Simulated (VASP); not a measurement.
Data:

```
CELL_PARAMETERS angstrom
      0.00000     2.40500     2.40500
      2.40500     0.00000     2.40500
      2.40500     2.40500     0.00000
ATOMIC_POSITIONS crystal
  Ca 0.00000 0.00000 0.00000
  O  0.50000 0.50000 0.50000
```

These are PBE GGA with D4 dispersion, VASP's PBE PAW potentials (set 64) (plane waves; VASP) values and carry that method's errors. Settings: 520 eV cut-off, Gaussian smearing of 0.050 eV, potentials Ca_sv O.

Task: Give the energies of bands 6 to 11 at the high-symmetry points, in eV from the valence-band maximum.

Result: 
| band | Γ | X | U | L | W |
|---|---|---|---|---|---|
| 6 | 0.00 | -1.30 | -1.34 | -2.63 | -1.28 |
| 7 | 0.00 | -0.38 | -1.21 | -1.20 | -1.06 |
| 8 | 0.00 | -0.38 | -0.78 | -1.20 | -1.06 |
| 9 | 4.70 | 3.64 | 5.13 | 7.04 | 6.31 |
| 10 | 6.22 | 8.03 | 7.98 | 8.34 | 6.31 |
| 11 | 6.22 | 8.88 | 8.55 | 8.34 | 8.37 |

The gap is indirect, 3.64 eV, from the valence maximum at Γ to the conduction minimum at X.

The compound is CaO in the rock salt structure. The cell was not relaxed at this level.
